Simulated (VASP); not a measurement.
All values below come from PBEsol GGA, VASP's PBE PAW potentials (set 64) (plane waves; VASP).

VASP input:

POSCAR:
```
MoS
1
    3.9203374284    -0.0000000000     0.0000000000
   -1.9601687142     3.3951114614     0.0000000000
    0.0000000000    -0.0000000000     5.3518221544
Mo S
2 2
Direct
  0.3333330000   0.6666670000   0.9730570157
  0.6666670000   0.3333330000   0.4730570157
  0.3333330000   0.6666670000   0.4019429843
  0.6666670000   0.3333330000   0.9019429843
```

### INCAR
```
SYSTEM = MoS
PREC = Accurate; ENCUT = 400; LREAL = .False.
LASPH = .True.
EDIFF = 1E-7; NELM = 100; ALGO = Normal
LMAXMIX = 4
ISMEAR = -5
GGA = PS
ISIF = 2
LWAVE = .False.; LCHARG = .True.; LORBIT = 11
NEDOS = 601
LEFG = .True.
```

### KPOINTS
```
Automatic mesh
0
Gamma
10 10 7
0 0 0
```

POTCAR, in this order: Mo_sv S (PBE.64 set). Program: vasp_std.

**Question.** Estimate the energy per atom (σ→0), band gap (on the k-mesh).

**Answer.** 
```
Quantity                                                    Result
------------------------  ----------------------------------------
energy per atom (σ→0)                               -8031 meV/atom
band gap (on the k-mesh)  none (metal, semimetal or under 0.01 eV)
```

### OSZICAR
```
...
DAV:  11    -0.321259368956E+02    0.32610E-06   -0.18992E-04  3352   0.780E-02    0.713E-02
DAV:  12    -0.321259139382E+02    0.22957E-04   -0.27482E-05  3392   0.275E-02    0.479E-02
DAV:  13    -0.321259160139E+02   -0.20757E-05   -0.24952E-06  3280   0.103E-02    0.143E-02
DAV:  14    -0.321259080458E+02    0.79681E-05   -0.20815E-06  2856   0.789E-03    0.530E-03
DAV:  15    -0.321259095950E+02   -0.15492E-05   -0.12904E-07  2144   0.237E-03    0.102E-03
DAV:  16    -0.321259094927E+02    0.10231E-06   -0.13208E-08  1864   0.835E-04    0.367E-04
DAV:  17    -0.321259095003E+02   -0.76570E-08   -0.32804E-09  1784   0.372E-04
   1 F= -.32125910E+02 E0= -.32125910E+02  d E =0.000000E+00
```

The structure was generated: MoS was put into the wurtzite type (P6_3mc), which need not be its known phase. It was relaxed first, which changed the volume by -33 %.
